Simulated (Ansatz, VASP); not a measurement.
# Ge (Germanium): VASP beside Ansatz, part 2 of 2

Aim: how closely do two programs agree when they are given the same cell, functional and k mesh? The cell is taken from a series of runs on this material, whose earlier steps may have relaxed, scaled, displaced or heated it; both programs get it as it stands.

VASP 6.6.1 and Ansatz 0.2.0.

So far: The starting structure; Ansatz: G0W0 gap, r2SCAN.

## 3. VASP: G0W0 gap, r2SCAN

Level of this step: G0W0 on r2SCAN; plane waves and PAW (Ge_d_GW) (VASP).

The same cell, functional and mesh now go to VASP, with its own data sets.

Lines of VASP's logs that name or quote its potential files are left out, and so is its time.

The run reads the wave functions of an earlier VASP run, which isn't shown here.

INCAR reads:

```
SYSTEM = Ge
PREC = Accurate
ENCUT = 400
ISMEAR = 0
SIGMA = 0.01
LREAL = .FALSE.
METAGGA = R2SCAN
LASPH = .TRUE.
NBANDS = 184
ALGO = EVGW0
NELMGW = 1
ENCUTGW = 140
NOMEGA = 64
PRECFOCK = Fast
NBANDSGW = 24
LWAVE = .FALSE.
LCHARG = .FALSE.
```

POSCAR reads:

```
Ge
1.0
    0.0000000000      2.8006209000      2.8006209000
    2.8006209000      0.0000000000      2.8006209000
    2.8006209000      2.8006209000      0.0000000000
Ge
2
Direct
    0.0000000000      0.0000000000      0.0000000000
    0.2500000000      0.2500000000      0.2500000000
```

KPOINTS reads:

```
Automatic mesh
0
Gamma
6 6 6
0 0 0
```

The projector-augmented-wave data sets are Ge_d_GW (PBE family, release 64).

Started as:

```console
mpirun -np 8 vasp_std
```

Numbers of over 12 decimals in the logs are rounded to 6 here.

What it wrote:

```text
[banner, memory and clock lines left out]
running    8 mpi-ranks, on    1 nodes
 distrk:  each k-point on    8 cores,    1 groups
 distr:  one band on    1 cores,    8 groups

 POSCAR found type information on POSCAR Ge
 POSCAR found :  1 types and       2 ions
|                                                                             |
|           W    W    AA    RRRRR   N    N  II  N    N   GGGG   !!!           |
|           W    W   A  A   R    R  NN   N  II  NN   N  G    G  !!!           |
|           W    W  A    A  R    R  N N  N  II  N N  N  G       !!!           |
|           W WW W  AAAAAA  RRRRR   N  N N  II  N  N N  G  GGG   !            |
|           WW  WW  A    A  R   R   N   NN  II  N   NN  G    G                |
|           W    W  A    A  R    R  N    N  II  N    N   GGGG   !!!           |
|                                                                             |
|     For optimal performance we recommend to set                             |
|       NCORE = 2 up to number-of-cores-per-socket                            |
|     NCORE specifies how many cores store one orbital (NPAR=cpu/NCORE).      |
|     This setting can greatly improve the performance of VASP for DFT.       |
|     The default, NCORE=1 might be grossly inefficient on modern             |
|     multi-core architectures or massively parallel machines. Do your        |
|     Unfortunately you need to use the default for GW and RPA                |
|     calculations (for HF NCORE is supported but not extensively tested      |
|     yet).                                                                   |
|                                                                             |

|                                                                             |
|               ----> ADVICE to this user running VASP <----                  |
|                                                                             |
|     You enforced a specific xc type in the INCAR file but a different       |
|     [... a line on the potential file left out ...]
|     I HOPE YOU KNOW WHAT YOU ARE DOING!                                     |
|                                                                             |

|                                                                             |
|           W    W    AA    RRRRR   N    N  II  N    N   GGGG   !!!           |
|           W    W   A  A   R    R  NN   N  II  NN   N  G    G  !!!           |
|           W    W  A    A  R    R  N N  N  II  N N  N  G       !!!           |
|           W WW W  AAAAAA  RRRRR   N  N N  II  N  N N  G  GGG   !            |
|           WW  WW  A    A  R   R   N   NN  II  N   NN  G    G                |
|           W    W  A    A  R    R  N    N  II  N    N   GGGG   !!!           |
|                                                                             |
|     The default for ENCUTGWSOFT is different in this version of VASP.       |
|     please manually set ENCUTGWSOFT =140 in the INCAR file.                 |
|                                                                             |

 LDA part: xc-table for (None), standard interpolation
 found WAVECAR, reading the header
 POSCAR, INCAR and KPOINTS ok, starting setup
 FFT: planning ... GRIDC
 FFT: planning ... GRID_SOFT
 FFT: planning ... GRID
 reading WAVECAR
 the WAVECAR file was read successfully
 initial charge from wavefunction
 available memory per node:    123.77 GB, setting MAXMEM to    126739

 The Fermi energy was updated, please check that it is located mid-gap
 values below the HOMO (VB) or above the LUMO (CB) will cause erroneous energies
 E-fermi :   3.2693

 calculate exact exchange contribution
 the WAVEDER file was read successfully
|                                                                             |
|           W    W    AA    RRRRR   N    N  II  N    N   GGGG   !!!           |
|           W    W   A  A   R    R  NN   N  II  NN   N  G    G  !!!           |
|           W    W  A    A  R    R  N N  N  II  N N  N  G       !!!           |
|           W WW W  AAAAAA  RRRRR   N  N N  II  N  N N  G  GGG   !            |
|           WW  WW  A    A  R   R   N   NN  II  N   NN  G    G                |
|           W    W  A    A  R    R  N    N  II  N    N   GGGG   !!!           |
|                                                                             |
|     Automatic setting of frequency mesh for GW failed. Frequency mesh       |
|     properly not suitable for determining QP energies. Consider             |
|     increasing number of kpoints.                                           |
|                                                                             |

energies w=
    0.000    0.000    0.289    0.000    0.577    0.000    0.863    0.000
    1.148    0.000    1.431    0.000    1.710    0.000    1.986    0.000
    2.259    0.000    2.527    0.000    2.792    0.000    3.054    0.000
    3.311    0.000    3.565    0.000    3.816    0.000    4.064    0.000
    4.310    0.000    4.553    0.000    4.795    0.000    5.035    0.000
    5.275    0.000    5.515    0.000    5.754    0.000    5.995    0.000
    6.237    0.000    6.482    0.000    6.729    0.000    6.979    0.000
    7.235    0.000    7.496    0.000    7.763    0.000    8.037    0.000
    8.320    0.000    8.613    0.000    8.917    0.000    9.233    0.000
    9.565    0.000    9.913    0.000   10.281    0.000   10.670    0.000
   11.085    0.000   11.528    0.000   12.005    0.000   12.521    0.000
   13.082    0.000   13.696    0.000   14.372    0.000   15.121    0.000
   15.960    0.000   16.905    0.000   17.980    0.000   19.216    0.000
   20.654    0.000   22.349    0.000   24.377    0.000   26.849    0.000
   29.927    0.000   33.863    0.000   39.069    0.000   46.272    0.000
   56.872    0.000   73.977    0.000  106.134    0.000  188.517    0.000
 responsefunction array rank=     176
 LDA part: xc-table for (None), standard interpolation

 min. memory requirement per mpi rank    234.3 MB, per node   1874.4 MB

 allocating   8 responsefunctions rank=   176
 shmem allocating  64 responsefunctions rank=   176
 response function shared by NCSHMEM nodes    1
 Doing            8  frequencies on each core in blocks of           64
NQ=   1    0.0000    0.0000    0.0000,
|.........|.........|.........|.........|.........|.........|.........|.........
 performed       1169000 updates of chi_q(r,r)
 total number of BLAS operations        267.21 Gflops
NQ=   2    0.1667    0.0000    0.0000,
|.........|.........|.........|.........|.........|.........|.........|.........
 performed       2939000 updates of chi_q(r,r)
 total number of BLAS operations        652.73 Gflops
NQ=   3    0.3333    0.0000    0.0000,
|.........|.........|.........|.........|.........|.........|.........|.........
 performed       4709000 updates of chi_q(r,r)
 total number of BLAS operations        984.21 Gflops
NQ=   4    0.5000    0.0000    0.0000,
|.........|.........|.........|.........|.........|.........|.........|.........
 performed       6267000 updates of chi_q(r,r)
 total number of BLAS operations       1336.01 Gflops
NQ=   5    0.1667    0.1667    0.0000,
|.........|.........|.........|.........|.........|.........|.........|.........
 performed       8037000 updates of chi_q(r,r)
 total number of BLAS operations       1721.53 Gflops
NQ=   6    0.3333    0.1667    0.0000,
|.........|.........|.........|.........|.........|.........|.........|.........
 performed      10566000 updates of chi_q(r,r)
 total number of BLAS operations       2246.08 Gflops
NQ=   7    0.5000    0.1667    0.0000,
|.........|.........|.........|.........|.........|.........|.........|.........
 performed      13095000 updates of chi_q(r,r)
 total number of BLAS operations       2817.25 Gflops
NQ=   8   -0.3333    0.1667    0.0000,
|.........|.........|.........|.........|.........|.........|.........|.........
 performed      15624000 updates of chi_q(r,r)
 total number of BLAS operations       3374.89 Gflops
NQ=   9   -0.1667    0.1667    0.0000,
|.........|.........|.........|.........|.........|.........|.........|.........
 performed      17870000 updates of chi_q(r,r)
 total number of BLAS operations       3835.07 Gflops
NQ=  10    0.3333    0.3333    0.0000,
|.........|.........|.........|.........|.........|.........|.........|.........
 performed      19640000 updates of chi_q(r,r)
 total number of BLAS operations       4244.31 Gflops
NQ=  11    0.5000    0.3333    0.0000,
|.........|.........|.........|.........|.........|.........|.........|.........
 performed      22169000 updates of chi_q(r,r)
 total number of BLAS operations       4815.47 Gflops
NQ=  12   -0.3333    0.3333    0.0000,
|.........|.........|.........|.........|.........|.........|.........|.........
 performed      24415000 updates of chi_q(r,r)
 total number of BLAS operations       5347.27 Gflops
NQ=  13    0.5000    0.5000    0.0000,
|.........|.........|.........|.........|.........|.........|.........|.........
 performed      25849000 updates of chi_q(r,r)
 total number of BLAS operations       5694.70 Gflops
NQ=  14    0.5000    0.3333    0.1667,
|.........|.........|.........|.........|.........|.........|.........|.........
 performed      28643000 updates of chi_q(r,r)
 total number of BLAS operations       6288.69 Gflops
NQ=  15   -0.3333    0.3333    0.1667,
|.........|.........|.........|.........|.........|.........|.........|.........
 performed      31296000 updates of chi_q(r,r)
 total number of BLAS operations       6887.77 Gflops
NQ=  16   -0.3333    0.5000    0.1667,
|.........|.........|.........|.........|.........|.........|.........|.........
 performed      33551000 updates of chi_q(r,r)
 total number of BLAS operations       7385.06 Gflops
 resolving degeneracies of screened two electron integrals

 calculate QP shifts <psi_nk| G(iteration)W_0 |psi_nk>: iteration 1
 entering main loop
```

From OUTCAR (step 3):

```text
ion  position               nearest neighbor table
   1  0.000  0.000  0.000-   2 2.43   2 2.43   2 2.43   2 2.43
   2  0.250  0.250  0.250-   1 2.43   1 2.43   1 2.43   1 2.43

  LATTYP: Found a face centered cubic cell.
 ALAT       =     5.6012418000

 Subroutine GETGRP returns: Found 48 space group operations
 (whereof 24 operations were pure point group operations)

The static configuration has the point symmetry T_d .
 The point group associated with its full space group is O_h .

 Found     16 irreducible k-points:

   k-points           NKPTS =     16   k-points in BZ     NKDIM =    216   number of bands    NBANDS=    184

   dimension x,y,z NGX =    28 NGY =   28 NGZ =   28
   dimension x,y,z NGXF=    56 NGYF=   56 NGZF=   56

   ENCUT  =  400.0 eV  29.40 Ry    5.42 a.u.   6.46  6.46  6.46*2*pi/ulx,y,z

   NELECT =      28.0000    total number of electrons

  energy-cutoff  :      400.00
  volume of cell :       43.93
      direct lattice vectors                 reciprocal lattice vectors
     0.000000000  2.800620900  2.800620900    -0.178531839  0.178531839  0.178531839
     2.800620900  0.000000000  2.800620900     0.178531839 -0.178531839  0.178531839
     2.800620900  2.800620900  0.000000000     0.178531839  0.178531839 -0.178531839

 k-points in reciprocal lattice and weights: Automatic mesh
   0.00000000  0.00000000  0.00000000       0.005
   0.16666667  0.00000000  0.00000000       0.037
   0.33333333  0.00000000  0.00000000       0.037
   0.50000000  0.00000000  0.00000000       0.019
   0.16666667  0.16666667  0.00000000       0.028
   0.33333333  0.16666667  0.00000000       0.111
   0.50000000  0.16666667  0.00000000       0.111
  -0.33333333  0.16666667  0.00000000       0.111
  -0.16666667  0.16666667  0.00000000       0.056
[...]
-0.33333333  0.33333333  0.16666667       0.111
  -0.33333333  0.50000000  0.16666667       0.056

 E-fermi :   3.2693

 QP shifts <psi_nk| G(iteration)W_0 |psi_nk>: iteration 1
 for sc-GW calculations column KS-energies equals QP-energies in previous step
 and V_xc(KS)=  KS-energies - (<T + V_ion + V_H > + <T+V_H+V_ion>^1  + <V_x>^1)
 k-point   1 :       0.0000    0.0000    0.0000
  band No.  KS-energies  QP-energies   sigma(KS)   V_xc(KS)     V^pw_x(r,r')   Z            occupation Imag(sigma)
    ...
     11     -10.5708     -10.5672     -11.9282     -11.9337     -18.0400       0.6608       2.0000       0.9443
     12       2.9889       2.6783     -12.6642     -12.2660     -13.1730       0.7798       2.0000       0.0657
     13       2.9889       2.6783     -12.6642     -12.2660     -13.1730       0.7798       2.0000       0.0657
     14       2.9889       2.6783     -12.6642     -12.2660     -13.1730       0.7798       2.0000       0.0657
     15       3.7106       4.1421     -11.9694     -12.5248      -8.2668       0.7770       0.0000      -0.0364
     16       5.7152       5.8386     -10.5657     -10.7261      -6.5499       0.7699       0.0000      -0.0765
     17       5.7152       5.8386     -10.5657     -10.7261      -6.5499       0.7699       0.0000      -0.0765
     18       5.7152       5.8386     -10.5657     -10.7261      -6.5499       0.7699       0.0000      -0.0765
    ...

 k-point   2 :       0.1667    0.0000    0.0000
  band No.  KS-energies  QP-energies   sigma(KS)   V_xc(KS)     V^pw_x(r,r')   Z            occupation Imag(sigma)
    ...
     11     -10.2074     -10.2154     -11.9748     -11.9628     -17.9393       0.6649       2.0000       0.9146
     12      -0.2134      -0.4102     -12.3237     -12.0627     -13.7384       0.7541       2.0000       0.1032
     13       2.4134       2.1139     -12.4077     -12.0220     -13.0362       0.7765       2.0000       0.0667
     14       2.4134       2.1139     -12.4077     -12.0220     -13.0362       0.7765       2.0000       0.0667
     15       4.3543       4.5814     -10.9983     -11.2902      -7.2527       0.7780       0.0000      -0.0556
     16       6.4716       6.5737     -10.7680     -10.9015      -6.5491       0.7651       0.0000      -0.0868
     17       6.4716       6.5737     -10.7680     -10.9015      -6.5491       0.7651       0.0000      -0.0868
     18       7.6660       7.7379     -11.1782     -11.2725      -6.6365       0.7627       0.0000      -0.1063
    ...

 k-point   3 :       0.3333    0.0000    0.0000
  band No.  KS-energies  QP-energies   sigma(KS)   V_xc(KS)     V^pw_x(r,r')   Z            occupation Imag(sigma)
    ...
     11      -9.1960      -9.2312     -12.1398     -12.0881     -17.6922       0.6803       2.0000       0.8225
     12      -3.3940      -3.5805     -11.9922     -11.7351     -15.0071       0.7252       2.0000       0.2700
     13       1.7052       1.3983     -12.2909     -11.8921     -13.2115       0.7692       2.0000       0.0742
     14       1.7052       1.3983     -12.2909     -11.8921     -13.2115       0.7692       2.0000       0.0742
     15       3.7804       3.9606     -10.7810     -11.0115      -7.1676       0.7817       0.0000      -0.0567
     16       7.0461       7.1016     -10.4462     -10.5188      -6.0094       0.7642       0.0000      -0.1058
     17       7.0461       7.1016     -10.4462     -10.5188      -6.0094       0.7642       0.0000      -0.1058
     18      10.6727      10.4673      -9.7856      -9.5132      -4.2619       0.7541       0.0000      -0.2727
    ...

 k-point   4 :       0.5000    0.0000    0.0000
  band No.  KS-energies  QP-energies   sigma(KS)   V_xc(KS)     V^pw_x(r,r')   Z            occupation Imag(sigma)
    ...
     11      -8.2960      -8.3466     -12.4023     -12.3294     -17.5826       0.6934       2.0000       0.7261
     12      -5.0443      -5.2088     -11.6584     -11.4289     -15.4475       0.7166       2.0000       0.4284
     13       1.4441       1.1332     -12.2725     -11.8674     -13.3094       0.7675       2.0000       0.0771
     14       1.4441       1.1332     -12.2725     -11.8674     -13.3094       0.7675       2.0000       0.0771
     15       3.5496       3.7215     -10.7752     -10.9947      -7.2163       0.7828       0.0000      -0.0562
     16       7.0093       7.0380     -10.2014     -10.2389      -5.7828       0.7662       0.0000      -0.1085
     17       7.0093       7.0380     -10.2014     -10.2389      -5.7828       0.7662       0.0000      -0.1085
     18      10.6618      10.1934      -7.8415      -7.2301      -2.5196       0.7661       0.0000      -0.2612
    ...

[... 4 further parts left out ...]
```

## 4. Comparison

Known differences besides the potentials themselves: VASP keeps PBE cores, Ansatz makes them for the functional; fixed occupations in Ansatz, narrow Gaussian smearing in VASP; the cutoff is 500 eV in Ansatz and 400 eV in VASP; Ansatz integrates over frequency by contour deformation, VASP on a grid of NOMEGA points; Ansatz's G0W0 levels solve the quasiparticle equation, VASP's are linearised. Total energies have different zeros and are not compared.

The two programs side by side:

```
                   quantity  Ansatz  VASP  difference
  G0W0 gap on the mesh (eV)    0.92  1.04       -0.12
Kohn-Sham gap under it (eV)    0.57  0.56       +0.01
```

VASP's log warns that its frequency grid doesn't suit quasiparticle energies on this mesh.

## 5. Outcome

```json
{"difference in G0W0 gap on the mesh (G0W0 gap, r2SCAN)": "-0.12 eV"}
```

What this shows: The difference in G0W0 gap on the mesh is -0.12 eV (G0W0 gap, r2SCAN). Such differences can come from data sets, numerical settings and the points named under the comparisons, not from the functional's error against experiment.

[Lines on the potential files, build, host, timing and source positions are cut from VASP's logs without a mark.]

[Logs are printed without paths, hosts, clocks, repeated set-up lines and the standing remarks that a program may print on its own settings, such as how far it seeks lower states.]

[Hosts, paths, dates, database ids (printed as entryN), source tags and the programs' standing remarks are cut or masked in the printed files.]
